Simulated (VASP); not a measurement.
Computed with PBE0 hybrid, VASP's PBE PAW potentials (set 64) (plane waves; VASP).

Input for VASP

KPOINTS:
```
Automatic mesh
0
Gamma
5 5 5
0 0 0
```

File POSCAR:
```
SrO
1
    0.0000000000     2.5582060000     2.5582060000
    2.5582060000     0.0000000000     2.5582060000
    2.5582060000     2.5582060000     0.0000000000
Sr O
1 1
Direct
  0.5000000000   0.5000000000   0.5000000000
  0.0000000000   0.0000000000   0.0000000000
```

**INCAR**
```
# general
SYSTEM  =SrO
PREC    =Accurate
ENCUT   =400
LREAL   =.FALSE.
LASPH   =.TRUE.
ISYM    =3

# electronic loop
EDIFF   =1E-6
NELM    =100
ALGO    =Normal
LMAXMIX =4

# smearing
ISMEAR  =0
SIGMA   =0.01

# functional
GGA     =PE
LHFCALC =.TRUE.
AEXX    =0.25
HFRCUT  =-1
PRECFOCK=Fast

# ions
ISIF    =2

# output
LWAVE   =.FALSE.
LCHARG  =.FALSE.
```

POTCAR, in this order: Sr_sv O (PBE.64 set). Program: vasp_std.

Output of the run:

### OSZICAR
```
       N       E                     dE             d eps       ncg     rms          rms(c)
DAV:   1    -0.651019568670E+03   -0.65102E+03   -0.71535E+03   240   0.103E+03
DAV:   2    -0.724133174020E+03   -0.73114E+02   -0.66360E+02   332   0.224E+02
DAV:   3    -0.727341583583E+03   -0.32084E+01   -0.31915E+01   352   0.427E+01
DAV:   4    -0.727372771158E+03   -0.31188E-01   -0.31180E-01   300   0.344E+00
DAV:   5    -0.175393990882E+02    0.70983E+03   -0.50936E+00   240   0.246E+01    0.163E+01
DAV:   6    -0.143636784266E+02    0.31757E+01   -0.95738E+00   256   0.261E+01    0.168E+01
DAV:   7    -0.148959906286E+02   -0.53231E+00   -0.12255E+00   288   0.749E+00    0.131E+01
DAV:   8    -0.147690225577E+02    0.12697E+00   -0.27466E-01   268   0.475E+00    0.609E+00
DAV:   9    -0.147774985202E+02   -0.84760E-02   -0.10242E-01   272   0.263E+00    0.289E+00
DAV:  10    -0.147750321563E+02    0.24664E-02   -0.33507E-03   324   0.722E-01    0.188E+00
DAV:  11    -0.147747417491E+02    0.29041E-03   -0.51548E-03   292   0.602E-01    0.136E+00
DAV:  12    -0.147751885396E+02   -0.44679E-03   -0.67045E-04   308   0.239E-01    0.824E-01
DAV:  13    -0.147753060519E+02   -0.11751E-03   -0.25357E-04   280   0.160E-01    0.450E-01
DAV:  14    -0.147754068656E+02   -0.10081E-03   -0.50795E-05   276   0.758E-02    0.263E-01
DAV:  15    -0.147754516757E+02   -0.44810E-04   -0.18813E-05   284   0.429E-02    0.165E-01
DAV:  16    -0.147754762862E+02   -0.24610E-04   -0.10717E-05   284   0.291E-02    0.103E-01
DAV:  17    -0.147754883719E+02   -0.12086E-04   -0.33347E-06   264   0.175E-02    0.613E-02
DAV:  18    -0.147754941260E+02   -0.57541E-05   -0.13458E-06   240   0.116E-02    0.363E-02
DAV:  19    -0.147754968506E+02   -0.27247E-05   -0.63831E-07   192   0.791E-03    0.219E-02
DAV:  20    -0.147754981347E+02   -0.12841E-05   -0.34904E-07   172   0.557E-03    0.133E-02
DAV:  21    -0.147754987424E+02   -0.60772E-06   -0.16543E-07   148   0.353E-03
   1 F= -.14775499E+02 E0= -.14775499E+02  d E =-.189060E-21
```

File OUTCAR:
```
------------------------ aborting loop because EDIFF is reached ----------------------------------------
  FORCE on cell =-STRESS in cart. coord.  units (eV):
  Direction    XX          YY          ZZ          XY          YZ          ZX
  --------------------------------------------------------------------------------------
  Total       -0.0031102     -0.0031102     -0.0031102      0.0000000     -0.0000000      0.0000000
  in kB       -0.1488216     -0.1488216     -0.1488216      0.0000000     -0.0000000      0.0000000
  external PRESSURE =      -0.1488216 kB  Pullay stress =       0.0000000 kB
  volume of cell :       33.48
      direct lattice vectors                 reciprocal lattice vectors
     0.000000000  2.558206000  2.558206000    -0.195449467  0.195449467  0.195449467
     2.558206000  0.000000000  2.558206000     0.195449467 -0.195449467  0.195449467
     2.558206000  2.558206000  0.000000000     0.195449467  0.195449467 -0.195449467
  FREE ENERGIE OF THE ION-ELECTRON SYSTEM (eV)
  ---------------------------------------------------
  free  energy   TOTEN  =       -14.7754987424 eV

  energy  without entropy=      -14.7754987424  energy(sigma->0) =      -14.77549874

  exchange ACFDT corr.  =         0.00000000  see jH, gK, PRB 81, 115126
```
(Selected blocks of OUTCAR.)

At this cut-off the stress carries a Pulay error, which pulls relaxed volumes low.

The structure comes from a computed database's SrO entry; how it stands against other phases isn't given here. The cell was not relaxed at this level. The k-mesh is coarse (spacing up to 0.43 per Å, 2π included), so the numbers may not be converged in it. The run is one of a series of settings (KPOINTS 5×5×5 Γ-centred mesh against the base run), some of them coarse on purpose.
